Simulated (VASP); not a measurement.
All values below come from LDA (Ceperley-Alder, Perdew-Zunger), VASP's LDA PAW potentials (set 64) (plane waves; VASP).

Input for VASP

### INCAR
```
ALGO  =  Normal
EDIFF  =  1E-6
EDIFFG  =  -0.01
ENCUT  =  520
IBRION  =  2
ISIF  =  3
ISMEAR  =  0
LASPH  =  .True.
LCHARG  =  .False.
LMAXMIX  =  4
LREAL  =  .False.
LWAVE  =  .False.
NELM  =  100
NSW  =  60
PREC  =  Accurate
SIGMA  =  0.05
SYSTEM  =  SrTiO3
```

### KPOINTS
```
Automatic mesh
0
Gamma
6 6 6
0 0 0
```

### POSCAR
```
SrTiO3
1
    3.8616565374     0.0000000000     0.0000000000
   -0.0000000000     3.8616565374     0.0000000000
   -0.0000000000    -0.0000000000     3.8616565374
Sr Ti O
1 1 3
Direct
  0.0000000000   0.0000000000   0.0000000000
  0.5000000000   0.5000000000   0.5000000000
  0.5000000000   0.0000000000   0.5000000000
  0.0000000000   0.5000000000   0.5000000000
  0.5000000000   0.5000000000   0.0000000000
```

POTCAR, in this order: Sr_sv Ti_sv O (LDA.64 set). Program: vasp_std.

The run wrote:

### OSZICAR
```
       N       E                     dE             d eps       ncg     rms          rms(c)
DAV:   1     0.453626319912E+03    0.45363E+03   -0.21898E+04   960   0.186E+03
DAV:   2    -0.254532922106E+01   -0.45617E+03   -0.44914E+03  1136   0.514E+02
DAV:   3    -0.520108714989E+02   -0.49466E+02   -0.47532E+02  1400   0.151E+02
DAV:   4    -0.540200604001E+02   -0.20092E+01   -0.20083E+01  1360   0.288E+01
DAV:   5    -0.540823323237E+02   -0.62272E-01   -0.62267E-01  1320   0.400E+00    0.286E+01
DAV:   6    -0.443270037988E+02    0.97553E+01   -0.64310E+01  1416   0.757E+01    0.184E+01
DAV:   7    -0.442787390612E+02    0.48265E-01   -0.84790E+00  1184   0.233E+01    0.116E+01
DAV:   8    -0.442800882112E+02   -0.13492E-02   -0.19862E+00  1248   0.154E+01    0.310E+00
DAV:   9    -0.441799618415E+02    0.10013E+00   -0.50165E-01  1168   0.761E+00    0.859E-01
DAV:  10    -0.441835003273E+02   -0.35385E-02   -0.11802E-01  1376   0.249E+00    0.744E-01
DAV:  11    -0.441775121867E+02    0.59881E-02   -0.61908E-02  1424   0.199E+00    0.217E-01
DAV:  12    -0.441769933464E+02    0.51884E-03   -0.38196E-03  1240   0.708E-01    0.603E-02
DAV:  13    -0.441770023662E+02   -0.90198E-05   -0.26253E-04  1200   0.118E-01    0.324E-02
DAV:  14    -0.441769985290E+02    0.38372E-05   -0.38659E-05  1480   0.379E-02    0.723E-03
DAV:  15    -0.441769982632E+02    0.26575E-06   -0.23756E-06   808   0.123E-02
   1 F= -.44176998E+02 E0= -.44176998E+02  d E =-.441770E+02
```

**OUTCAR**
```
------------------------ aborting loop because EDIFF is reached ----------------------------------------
  FORCE on cell =-STRESS in cart. coord.  units (eV):
  Direction    XX          YY          ZZ          XY          YZ          ZX
  --------------------------------------------------------------------------------------
  Total       -0.0323469     -0.0323469     -0.0323469      0.0000000     -0.0000000      0.0000000
  in kB       -0.8999576     -0.8999576     -0.8999576      0.0000000     -0.0000000      0.0000000
  external PRESSURE =      -0.8999576 kB  Pullay stress =       0.0000000 kB
  volume of cell :       57.59
      direct lattice vectors                 reciprocal lattice vectors
     3.861656537  0.000000000  0.000000000     0.258956225  0.000000000  0.000000000
     0.000000000  3.861656537  0.000000000     0.000000000  0.258956225  0.000000000
     0.000000000  0.000000000  3.861656537     0.000000000  0.000000000  0.258956225
 POSITION                                       TOTAL-FORCE (eV/Angst)
 -----------------------------------------------------------------------------------
      0.00000      0.00000      0.00000         0.000000      0.000000      0.000000
      1.93083      1.93083      1.93083         0.000000      0.000000      0.000000
      1.93083      0.00000      1.93083         0.000000      0.000000      0.000000
      0.00000      1.93083      1.93083         0.000000      0.000000      0.000000
      1.93083      1.93083      0.00000         0.000000      0.000000      0.000000
 -----------------------------------------------------------------------------------
    total drift:                                0.000000      0.000000     -0.000000
  FREE ENERGIE OF THE ION-ELECTRON SYSTEM (eV)
  ---------------------------------------------------
  free  energy   TOTEN  =       -44.1769982632 eV

  energy  without entropy=      -44.1769982632  energy(sigma->0) =      -44.17699826

 reached required accuracy - stopping structural energy minimisation
```
(Selected blocks of OUTCAR.)

The compound is SrTiO3 in the cubic perovskite structure, the ideal cubic form; the compound distorts at low or room temperature. It was relaxed first. The start is the result of an earlier pass.
